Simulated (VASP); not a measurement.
Here is the system:

```
CELL_PARAMETERS angstrom
      0.00000     2.35566     2.35566
      2.35566     0.00000     2.35566
      2.35566     2.35566     0.00000
ATOMIC_POSITIONS crystal
  Zr 0.00000 0.00000 0.00000
  C  0.50000 0.50000 0.50000
```

Level of theory: PBE GGA, VASP's PBE PAW potentials (set 64) (plane waves; VASP). Settings: 520 eV cut-off, 13×13×13 Γ-centred mesh, first-order Methfessel-Paxton smearing of 0.10 eV, potentials Zr_sv C.

### Question
Give the energy at these volumes per atom, relative to the lowest: 12.28, 12.68, 13.07, 13.46, 13.85 Å³.

### Answer
36.4, 8.7, 0.0, 7.6, 29.3 meV/atom. A third-order Birch-Murnaghan fit gives B0 = 222 GPa and B0′ = 4.0.

Measured: a 4.696 Å (computed value off by +0.3 %), as given by Guo-Xu Zhang et al., New Journal of Physics (2018), doi:10.1088/1367-2630/aac7f0. The calculation is for a static lattice, while the measured a holds thermal and zero-point effects, which are part of the difference.

The compound is ZrC in the rock salt structure. It was relaxed first.
